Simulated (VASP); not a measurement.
VASP ran on this input.

**KPOINTS**
```
Automatic mesh
0
Gamma
2 2 2
0 0 0
```

File POSCAR:
```
Mo
1
   -1.5750000000     1.5750000000     1.5750000000
    1.5750000000    -1.5750000000     1.5750000000
    1.5750000000     1.5750000000    -1.5750000000
Mo
1
Direct
  0.0000000000   0.0000000000   0.0000000000
```

**INCAR**
```
SYSTEM = Mo
PREC = Accurate
ENCUT = 400
EDIFF = 1E-6
NELM = 25
ALGO = VeryFast
LREAL = .FALSE.
LASPH = .TRUE.
ISMEAR = 1
SIGMA = 0.1
GGA = PE
LMAXMIX = 4
LWAVE = .FALSE.
LCHARG = .FALSE.
ISIF = 2
HFSCREEN = 0.2
AEXX = 0.25
LHFCALC = .TRUE.
PRECFOCK = Fast
ISYM = 3
```

POTCAR, in this order: Mo_sv (PBE.64 set). Program: vasp_std.

### Question
Does this input run properly? What does VASP do?

### Answer
There is a fault: a hybrid functional was run with ALGO = VeryFast. The run did not converge; its last values are not results. Against the sound run, the energy per atom (σ→0) rises by 82.184 eV/atom; the pressure drops by 520.13 GPa.

**standard output**
```
 POSCAR found type information on POSCAR Mo
 POSCAR found :  1 types and       1 ions
 Reading from existing POTCAR
 Reading from existing POTCAR
 LDA part: xc-table for (Slater+PW92), standard interpolation
 POSCAR, INCAR and KPOINTS ok, starting setup
 WAVECAR not read
 entering main loop
       N       E                     dE             d eps       ncg     rms          rms(c)
RMM:   1    -0.604234547570E+03   -0.60423E+03   -0.52194E+03    33   0.907E+02
RMM:   2    -0.767546850253E+03   -0.16331E+03   -0.17276E+03    33   0.301E+02
RMM:   3    -0.736412657548E+03    0.31134E+02   -0.18561E+02    33   0.119E+02
RMM:   4    -0.736788943181E+03   -0.37629E+00   -0.22813E+01    33   0.409E+01
RMM:   5    -0.738248006361E+03   -0.14591E+01   -0.10796E+01    33   0.239E+01
RMM:   6    -0.738480708945E+03   -0.23270E+00   -0.45551E+00    33   0.138E+01
RMM:   7    -0.741148465058E+03   -0.26678E+01   -0.25822E+01    33   0.101E+01
RMM:   8    -0.739641256243E+03    0.15072E+01   -0.15323E+00    33   0.804E+00
RMM:   9    -0.737704053745E+03    0.19372E+01   -0.43953E+00   100   0.847E+00
RMM:  10    -0.738322091418E+03   -0.61804E+00   -0.70771E-01   102   0.472E+00
RMM:  11    -0.738908929705E+03   -0.58684E+00   -0.43910E-01    96   0.454E+00
RMM:  12    -0.739011742955E+03   -0.10281E+00   -0.35155E-01   100   0.510E+00    0.148E+01
RMM:  13     0.686497145603E+02    0.80766E+03   -0.46375E+00   115   0.264E+01    0.194E+01
RMM:  14     0.690607699586E+02    0.41106E+00   -0.15906E+00    96   0.127E+01    0.428E+00
RMM:  15     0.695047630980E+02    0.44399E+00   -0.47113E-01    83   0.729E+00    0.145E+00
RMM:  16     0.696564507780E+02    0.15169E+00   -0.29012E-01    79   0.569E+00    0.143E+00
RMM:  17     0.696450017397E+02   -0.11449E-01   -0.25912E-01    82   0.509E+00    0.869E-01
RMM:  18     0.695254584192E+02   -0.11954E+00   -0.29336E-01    81   0.546E+00    0.731E-01
RMM:  19     0.696625574627E+02    0.13710E+00   -0.26306E-01    82   0.526E+00    0.853E-01
RMM:  20     0.694906438876E+02   -0.17191E+00   -0.32074E-01    82   0.581E+00    0.864E-01
RMM:  21     0.696925523681E+02    0.20191E+00   -0.27356E-01    83   0.553E+00    0.984E-01
RMM:  22     0.694805650634E+02   -0.21199E+00   -0.33485E-01    81   0.596E+00    0.932E-01
RMM:  23     0.697035622754E+02    0.22300E+00   -0.27843E-01    86   0.560E+00    0.877E-01
RMM:  24     0.694966597185E+02   -0.20690E+00   -0.32484E-01    84   0.584E+00    0.825E-01
RMM:  25     0.697042171259E+02    0.20756E+00   -0.27517E-01    91   0.551E+00

 -----------------------------------------------------------------------------
|                                                                             |
|           W    W    AA    RRRRR   N    N  II  N    N   GGGG   !!!           |
|           W    W   A  A   R    R  NN   N  II  NN   N  G    G  !!!           |
|           W    W  A    A  R    R  N N  N  II  N N  N  G       !!!           |
|           W WW W  AAAAAA  RRRRR   N  N N  II  N  N N  G  GGG   !            |
|           WW  WW  A    A  R   R   N   NN  II  N   NN  G    G                |
|           W    W  A    A  R    R  N    N  II  N    N   GGGG   !!!           |
|                                                                             |
|     The electronic self-consistency was not achieved in the given           |
|     number of steps (NELM). The forces and other quantities evaluated       |
|     might not be reliable so examine the results carefully. If you find     |
|     spurious results, we suggest increasing NELM, if you were close to      |
|     convergence or switching to a different ALGO or adjusting the           |
|     density mixing parameters otherwise.                                    |
|                                                                             |
 -----------------------------------------------------------------------------

   1 F= 0.69704217E+02 E0= 0.69709969E+02  d E =-.172552E-01
```

OUTCAR:
```
------------------------ aborting loop EDIFF was not reached (unconverged)  ----------------------------
  FORCE on cell =-STRESS in cart. coord.  units (eV):
  Direction    XX          YY          ZZ          XY          YZ          ZX
  --------------------------------------------------------------------------------------
  Total      -49.7882690    -49.7882690    -49.7882690      0.0000000      0.0000000      0.0000000
  in kB    -5104.2970858  -5104.2970858  -5104.2970858      0.0000000      0.0000000      0.0000000
  external PRESSURE =   -5104.2970858 kB  Pullay stress =       0.0000000 kB
  volume of cell :       15.63
      direct lattice vectors                 reciprocal lattice vectors
    -1.575000000  1.575000000  1.575000000     0.000000000  0.317460317  0.317460317
     1.575000000 -1.575000000  1.575000000     0.317460317  0.000000000  0.317460317
     1.575000000  1.575000000 -1.575000000     0.317460317  0.317460317  0.000000000
 POSITION                                       TOTAL-FORCE (eV/Angst)
 -----------------------------------------------------------------------------------
      0.00000      0.00000      0.00000        -0.000000     -0.000000      0.000000
 -----------------------------------------------------------------------------------
    total drift:                                0.000061      0.411022      0.793510
  FREE ENERGIE OF THE ION-ELECTRON SYSTEM (eV)
  ---------------------------------------------------
  free  energy   TOTEN  =        69.7042171259 eV

  energy  without entropy=       69.7214723300  energy(sigma->0) =       69.70996886

  exchange ACFDT corr.  =         0.07248580  see jH, gK, PRB 81, 115126
```
(Selected blocks of OUTCAR.)

To mend it, set ALGO = Normal.

The mended run (HSE06 screened hybrid, plane waves, VASP's PBE PAW potentials (set 64)) converges, and its OSZICAR ends with
```
   1 F= -.12472363E+02 E0= -.12473812E+02  d E =0.434843E-02
```

The compound is Mo in the bcc structure. The cell was not relaxed at this level.
